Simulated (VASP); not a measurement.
Method: PBEsol GGA, VASP's PBE PAW potentials (set 64) (plane waves; VASP). Each cell was relaxed at this level, without spin-orbit coupling.

Which of these comes out without a gap?
A) BaTe, Fm-3m (225)
B) CaSe, Fm-3m (225)
C) LiF, Fm-3m (225)
D) IrO2, P4_2/mnm (136)

D, IrO2, P4_2/mnm (136). The others have gaps of 1.88 eV (CaSe, Fm-3m (225)), 9.08 eV (LiF, Fm-3m (225)), 1.40 eV (BaTe, Fm-3m (225)).
